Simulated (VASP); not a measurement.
# TeO (Pm-3m) in VASP: equation of state

Aim: energy against volume of TeO in PBE, for its equilibrium volume and stiffness.

Program: VASP 6.6.1. These are calculated values, not measurements. Logs are shortened: lines on timing, memory, paths and dates and some standing lists are left out, and cuts for length are marked.

## Step 1: Starting point

It takes space group Pm-3m (No. 221, cubic). Conventional cell: a = 3.132 Å, b = 3.132 Å, c = 3.132 Å, α = 90.00°, β = 90.00°, γ = 90.00°. Te (site symmetry m-3m) is surrounded by 8 O at 2.71 Å. O (site symmetry m-3m) has 8 Te at 2.71 Å as nearest neighbours.

The cell was built by a generator and needn't be a form met in nature.

## Step 2: Equation of state, PBE, 14.44 Å³/atom (volume scaled by 0.94)

Contents of INCAR:

```
PREC = Accurate ; ENCUT = 520
EDIFF = 1E-7 ; ISMEAR = -1
SIGMA = 0.05 ; LREAL = F
LASPH = T ; NELM = 60
ALGO = Normal ; ISIF = 2
LWAVE = F ; LCHARG = F
GGA = PE ; NBANDS = 13
```

Contents of KPOINTS:

```
Automatic mesh
0
Gamma
  9 9 9
```

Contents of POSCAR:

```
TeO
1.0
    3.0682008346      0.0000000000      0.0000000000
    0.0000000000      3.0682008346      0.0000000000
    0.0000000000      0.0000000000      3.0682008346
Te O
1 1
Direct
    0.5000000000      0.5000000000      0.5000000000
    0.0000000000      0.0000000000      0.0000000000
```

Potentials or basis: VASP PAW PBE potentials, release 64 (Te, O).

On the command line:

```bash
$ cat potpaw_PBE.64/Te/POTCAR potpaw_PBE.64/O/POTCAR > POTCAR
$ mpirun -np 1 vasp_std > vasp.out
```

OUTCAR:

```text
PREC = Accurate
   ENCUT = 520
   EDIFF = 1E-7
   ISMEAR = -1
   LREAL = F
   LASPH = T
   NELM = 60
   ISIF = 2
   GGA = PE

 Found     35 irreducible k-points:

 Following reciprocal coordinates:
            Coordinates               Weight
  0.000000  0.000000  0.000000      1.000000
  0.111111  0.000000  0.000000      6.000000
  0.222222  0.000000  0.000000      6.000000
  0.333333  0.000000  0.000000      6.000000
  0.444444  0.000000  0.000000      6.000000
  0.111111  0.111111  0.000000     12.000000
   k-points           NKPTS =     35   k-points in BZ     NKDIM =     35   number of bands    NBANDS=     13
   number of dos      NEDOS =    301   number of ions     NIONS =      2
   total plane-waves  NPLWV =  13824
   dimension x,y,z NGX =    24 NGY =   24 NGZ =   24
   dimension x,y,z NGXF=    48 NGYF=   48 NGZF=   48
   ions per type =               1   1
   NGX,Y,Z   is equivalent  to a cutoff of  13.00, 13.00, 13.00 a.u.
   NGXF,Y,Z  is equivalent  to a cutoff of  26.01, 26.01, 26.01 a.u.
 SYSTEM =  unknown system
   PREC   = accura    normal or accurate (medium, high low for compatibility)
   ISTART =      0    job   : 0-new  1-cont  2-samecut
   ICHARG =      2    charge: 1-file 2-atom 10-const
   ISPIN  =      1    spin polarized calculation?
   LNONCOLLINEAR =      F non collinear calculations
   LSORBIT =      F    spin-orbit coupling
   LASPH  =      T    aspherical Exc in radial PAW
   ENCUT  =  520.0 eV  38.22 Ry    6.18 a.u.   5.70  5.70  5.70*2*pi/ulx,y,z
   NELM   =     60;   NELMIN=  2; NELMDL= -5     # of ELM steps
   EDIFF  = 0.1E-06   stopping-criterion for ELM
   LREAL  =      F    real-space projection
   EDIFFG = 0.1E-05   stopping-criterion for IOM
   NSW    =      0    number of steps for IOM
   IBRION =     -1    ionic relax: 0-MD 1-quasi-New 2-CG
   NFREE  =      0    steps in history (QN), initial steepest desc. (CG)
   ISIF   =      2    stress and relaxation
   ISYM   =      2    0-nonsym 1-usesym 2-fastsym
   POTIM  = 0.5000    time-step for ionic-motion
   TEBEG  =    0.0;   TEEND  =   0.0 temperature during run
   PSTRESS=    0.0 pullay stress
   NELECT =      12.0000    total number of electrons
   NUPDOWN=      -1.0000    fix difference up-down
   EMIN   =  10.00;   EMAX   =-10.00  energy-range for DOS
   EFERMI =   0.00;   METHOD = LEGACY
   ISMEAR =    -1;   SIGMA  =   0.05  broadening in eV -4-tet -1-fermi 0-gaus
   EFERMI_NEDOS =   21; number of points for ismear=-14 and -15
   IALGO  =     38    algorithm
   IMIX   =      4    mixing-type and parameters
     AMIX     =   0.40;   BMIX     =  1.00
     AMIX_MAG =   1.60;   BMIX_MAG =  1.00
  volume/ion in A,a.u.               =      14.44        97.46
  Fermi-wavevector in a.u.,A,eV,Ry     =   1.221569  2.308431 20.303045  1.492232
  Thomas-Fermi vector in A             =   2.356747
   LORBIT       =      0    0 simple, 1 ext, 2 COOP (PROOUT), +10 PAW based schemes
   GGA     = PE    functional components
   LHFCALC =     F    Hartree Fock is set to
   AEXX    =    0.0000 exact exchange contribution
   IVDW    =     0    specifies the selected vdW correction
   LEPSILON=     F    determine dielectric tensor
   LRPA    =     F    only Hartree local field effects (RPA)
 non-spin polarized calculation
  energy-cutoff  :      520.00
  volume of cell :       28.88
 maximum number of plane-waves:       792
 NGX is ok and might be reduce to    24
   NGX = 11   NGY = 11   NGZ = 11

 number of electron      12.0000007 magnetization

 Free energy of the ion-electron system (eV)
  ---------------------------------------------------
  ext. energy  EPLUGINS =         0.00000000
  ---------------------------------------------------
  free energy    TOTEN  =        -7.43266969 eV

  energy without entropy =       -7.42068168  energy(sigma->0) =       -7.42667569

 E-fermi :   9.9010     XC(G=0): -11.5902

 val. band max:        9.8612502893   @ k =   0.3333   0.2222   0.2222
 cond. band min:       9.9570986083   @ k =   0.4444   0.3333   0.1111
 fundamental gap:      0.0958483190
 Fermi energy:         9.9010461373

 k-point     1 :       0.0000    0.0000    0.0000
  band No.  band energies     occupation
      1      -9.5248      2.00000
      2      -1.8573      2.00000
      3       6.1734      2.00000
      4       6.1734      2.00000
      5       6.1734      2.00000
      6      13.9324      0.00000
      7      13.9324      0.00000
      8      13.9324      0.00000
      9      15.2941      0.00000
     10      15.2941      0.00000
     11      25.4417      0.00000
     12      27.3019      0.00000
     13      27.3019      0.00000

 k-point     2 :       0.1111    0.0000    0.0000
  band No.  band energies     occupation
      1      -9.4105      2.00000
      2      -1.9858      2.00000
      3       6.0018      2.00000
      4       6.2859      2.00000
      5       6.2859      2.00000
      6      12.5268      0.00000
      7      13.8079      0.00000
      8      13.8079      0.00000
      9      15.4479      0.00000
     10      16.8810      0.00000
     11      26.0360      0.00000
     12      26.0361      0.00000
     13      26.0424      0.00000

 k-point     3 :       0.2222    0.0000    0.0000
  band No.  band energies     occupation
      1      -9.0932      2.00000
      2      -2.3663      2.00000
      3       5.6907      2.00000
      4       6.5940      2.00000
      5       6.5940      2.00000
      6      10.8109      0.00000
      7      13.4515      0.00000
      8      13.4515      0.00000
      9      15.9027      0.00000
     10      19.1073      0.00000
     11      23.8904      0.00000
     12      24.8865      0.00000
     13      24.8865      0.00000

 k-point     4 :       0.3333    0.0000    0.0000
  band No.  band energies     occupation
      1      -8.6662      2.00000
      2      -2.9109      2.00000
      3       5.5578      2.00000
      4       6.9974      2.00000
      5       6.9974      2.00000
      6       9.3713      1.99995
      7      12.9637      0.00000
      8      12.9637      0.00000
      9      16.6224      0.00000
     10      21.3023      0.00000
     11      21.8192      0.00000
     12      24.2601      0.00000
     13      24.2601      0.00000

 k-point     5 :       0.4444    0.0000    0.0000
  band No.  band energies     occupation
      1      -8.3289      2.00000
      2      -3.3487      2.00000
      3       5.6345      2.00000
      4       7.3053      2.00000
      5       7.3053      2.00000
      6       8.4658      2.00000
      7      12.5859      0.00000
      8      12.5859      0.00000
      9      17.4127      0.00000
     10      20.3477      0.00000
     11      23.0477      0.00000
     12      24.0312      0.00000
     13      24.0312      0.00000

 k-point     6 :       0.1111    0.1111    0.0000
  band No.  band energies     occupation
      1      -9.2996      2.00000
      2      -2.0758      2.00000
      3       5.5800      2.00000
      4       6.3924      2.00000
      5       6.6358      2.00000
      6      12.2474      0.00000
      7      12.6740      0.00000
      8      13.7145      0.00000
      9      16.3156      0.00000
     10      17.6980      0.00000
     11      24.3331      0.00000
     12      25.3941      0.00000
     13      26.6066      0.00000

 [... further k-points ...]

------------------------ aborting loop because EDIFF is reached ----------------------------------------

  FORCE on cell =-STRESS in cart. coord.  units (eV):
  Direction    XX          YY          ZZ          XY          YZ          ZX
  --------------------------------------------------------------------------------------
  -------------------------------------------------------------------------------------
  Total        1.3779872      1.3779872      1.3779872      0.0000000      0.0000000      0.0000000
  in kB       76.4371348     76.4371348     76.4371348      0.0000000      0.0000000      0.0000000
  external PRESSURE =      76.4371348 kB  Pullay stress =       0.0000000 kB

 VOLUME and BASIS-vectors are now :
 -----------------------------------------------------------------------------
  energy-cutoff  :      520.00
  volume of cell :       28.88
      direct lattice vectors                 reciprocal lattice vectors
     3.068200835  0.000000000  0.000000000     0.325923906  0.000000000  0.000000000
     0.000000000  3.068200835  0.000000000     0.000000000  0.325923906  0.000000000
     0.000000000  0.000000000  3.068200835     0.000000000  0.000000000  0.325923906

 POSITION                                       TOTAL-FORCE (eV/Angst)
 -----------------------------------------------------------------------------------
      1.53410      1.53410      1.53410         0.000000      0.000000      0.000000
      0.00000      0.00000      0.00000         0.000000      0.000000      0.000000
 -----------------------------------------------------------------------------------
    total drift:                               -0.000000      0.000000      0.000000

  FREE ENERGIE OF THE ION-ELECTRON SYSTEM (eV)
  ---------------------------------------------------
  free  energy   TOTEN  =        -7.4326696939 eV

  energy  without entropy=       -7.4206816824  energy(sigma->0) =       -7.42667569
```

Wall time 4.8 s (1 thread of Intel Xeon 6975P-C (Granite Rapids), shared host); peak memory 0.14 GiB.

What came out:

```yaml
Free_energy: -7.4327 eV
Pressure: 7.6 GPa
Band_gap_on_the_k_mesh: none (metal or under the smearing width)
```

## Step 3: Equation of state, PBE, 14.75 Å³/atom (volume scaled by 0.96)

Contents of INCAR:

```
SYSTEM = TeO
ALGO = Normal
EDIFF = 1E-7
ENCUT = 520
GGA = PE
ISIF = 2
ISMEAR = -1
LASPH = .True.
LCHARG = .False.
LREAL = .False.
LWAVE = .False.
NBANDS = 13
NELM = 100
PREC = Accurate
SIGMA = 0.05
```

Contents of KPOINTS:

```
k-points
0
Gamma
  9 9 9
  0 0 0
```

Contents of POSCAR:

```
TeO
1.0
    3.0898085946      0.0000000000      0.0000000000
    0.0000000000      3.0898085946      0.0000000000
    0.0000000000      0.0000000000      3.0898085946
Te O
1 1
Direct
    0.5000000000      0.5000000000      0.5000000000
    0.0000000000      0.0000000000      0.0000000000
```

Potentials or basis: VASP PAW PBE potentials, release 64 (Te, O).

On the command line:

```bash
$ cat potpaw_PBE.64/Te/POTCAR potpaw_PBE.64/O/POTCAR > POTCAR
$ mpirun -np 1 vasp_std > vasp.out
```

Run time: 4.7 s. Hardware: 1 thread of Intel Xeon 6975P-C (Granite Rapids), shared host; peak memory 0.14 GiB.

The run converged. Its results:

```
Free energy            : -7.4565 eV
Pressure               : 4.6 GPa
Band gap on the k mesh : none (metal or under the smearing width)
```

## Step 4: Equation of state, PBE, 15.06 Å³/atom (volume scaled by 0.98)

Contents of INCAR:

```
PREC = Accurate
ENCUT = 520
EDIFF = 1E-7
ISMEAR = -1
SIGMA = 0.05
LREAL = F
LASPH = T
NELM = 80
ALGO = Normal
ISIF = 2
LWAVE = F
LCHARG = F
GGA = PE
NBANDS = 13
```

Contents of KPOINTS:

```
regular mesh
0
Gamma
  9 9 9
```

Contents of POSCAR:

```
TeO
1.0
    3.1111182928      0.0000000000      0.0000000000
    0.0000000000      3.1111182928      0.0000000000
    0.0000000000      0.0000000000      3.1111182928
Te O
1 1
Direct
    0.5000000000      0.5000000000      0.5000000000
    0.0000000000      0.0000000000      0.0000000000
```

On the command line:

```bash
$ cat potpaw_PBE.64/Te/POTCAR potpaw_PBE.64/O/POTCAR > POTCAR
$ mpirun -np 1 vasp_std > vasp.out
```

It took 5.2 s on 1 thread of Intel Xeon 6975P-C (Granite Rapids), shared host; peak memory 0.14 GiB.

It converged, with:

- Free energy: -7.4692 eV
- Pressure: 1.9 GPa
- Band gap on the k mesh: none (metal or under the smearing width)

## Step 5: Equation of state, PBE, 15.67 Å³/atom (volume scaled by 1.02)

Contents of INCAR:

```
SYSTEM = TeO
PREC = Accurate ; ENCUT = 520
EDIFF = 1E-7 ; ISMEAR = -1
SIGMA = 0.05 ; LREAL = .FALSE.
LASPH = .TRUE. ; NELM = 80
ALGO = Normal ; ISIF = 2
LWAVE = .FALSE. ; LCHARG = .FALSE.
GGA = PE ; NBANDS = 13
```

Contents of KPOINTS:

```
Automatic mesh
0
G
  9 9 9
  0 0 0
```

Contents of POSCAR:

```
TeO
1.0
    3.1528832535      0.0000000000      0.0000000000
    0.0000000000      3.1528832535      0.0000000000
    0.0000000000      0.0000000000      3.1528832535
Te O
1 1
Direct
    0.5000000000      0.5000000000      0.5000000000
    0.0000000000      0.0000000000      0.0000000000
```

On the command line:

```bash
$ cat potpaw_PBE.64/Te/POTCAR potpaw_PBE.64/O/POTCAR > POTCAR
$ mpirun -np 1 vasp_std > vasp.out
```

Run time: 5.1 s. Hardware: 1 thread of Intel Xeon 6975P-C (Granite Rapids), shared host; peak memory 0.14 GiB.

It converged, with:

```yaml
Free_energy: -7.4659 eV
Pressure: -2.7 GPa
Band_gap_on_the_k_mesh: none (metal or under the smearing width)
```

## Step 6: Equation of state, PBE, 15.98 Å³/atom (volume scaled by 1.04)

Contents of INCAR:

```
ALGO = Normal
EDIFF = 1E-7
ENCUT = 520
GGA = PE
ISIF = 2
ISMEAR = -1
LASPH = T
LCHARG = F
LREAL = F
LWAVE = F
NBANDS = 13
NELM = 80
PREC = Accurate
SIGMA = 0.05
```

Contents of KPOINTS:

```
k-points
0
Gamma
  9 9 9
```

Contents of POSCAR:

```
TeO
1.0
    3.1733570951      0.0000000000      0.0000000000
    0.0000000000      3.1733570951      0.0000000000
    0.0000000000      0.0000000000      3.1733570951
Te O
1 1
Direct
    0.5000000000      0.5000000000      0.5000000000
    0.0000000000      0.0000000000      0.0000000000
```

Potentials or basis: VASP PAW PBE potentials, release 64 (Te, O).

On the command line:

```bash
$ cat potpaw_PBE.64/Te/POTCAR potpaw_PBE.64/O/POTCAR > POTCAR
$ mpirun -np 1 vasp_std > vasp.out
```

It took 5.3 s on 1 thread of Intel Xeon 6975P-C (Granite Rapids), shared host; peak memory 0.14 GiB.

Results (log left out):

- Free energy: -7.4521 eV
- Pressure: -4.7 GPa
- Band gap on the k mesh: none (metal or under the smearing width)

## Step 7: Equation of state, PBE, 16.29 Å³/atom (volume scaled by 1.06)

Contents of INCAR:

```
PREC = Accurate
ENCUT = 520
EDIFF = 1E-7
ISMEAR = -1
SIGMA = 0.05
LREAL = F
LASPH = T
NELM = 100
ALGO = Normal
ISIF = 2
LWAVE = F
LCHARG = F
GGA = PE
NBANDS = 13
```

Contents of KPOINTS:

```
Automatic mesh
0
Gamma
  9 9 9
```

Contents of POSCAR:

```
TeO
1.0
    3.1935701056      0.0000000000      0.0000000000
    0.0000000000      3.1935701056      0.0000000000
    0.0000000000      0.0000000000      3.1935701056
Te O
1 1
Direct
    0.5000000000      0.5000000000      0.5000000000
    0.0000000000      0.0000000000      0.0000000000
```

On the command line:

```bash
$ cat potpaw_PBE.64/Te/POTCAR potpaw_PBE.64/O/POTCAR > POTCAR
$ mpirun -np 1 vasp_std > vasp.out
```

It took 5.2 s on 1 thread of Intel Xeon 6975P-C (Granite Rapids), shared host; peak memory 0.14 GiB.

It converged, with:

```yaml
Free_energy: -7.4312 eV
Pressure: -6.4 GPa
Band_gap_on_the_k_mesh: none (metal or under the smearing width)
```

## Step 8: Equation of state, PBE

Potentials or basis: VASP PAW PBE potentials, release 64 (Te, O).

No new run: the results of the series are fitted here.

What came out:

* Equilibrium volume: 15.30 Å³/atom
* Bulk modulus: 117 GPa
* Pressure derivative of the bulk modulus: 4.8

Energy against volume, from the lowest point:
| volume (Å³/atom) | energy (meV/atom) |
| --- | --- |
| 14.442 | 19.66 |
| 14.749 | 7.75 |
| 15.056 | 1.40 |
| 15.364 | 0.00 |
| 15.671 | 3.02 |
| 15.978 | 9.97 |
| 16.285 | 20.41 |

Spin-orbit coupling is left out, which matters for the levels of Te.
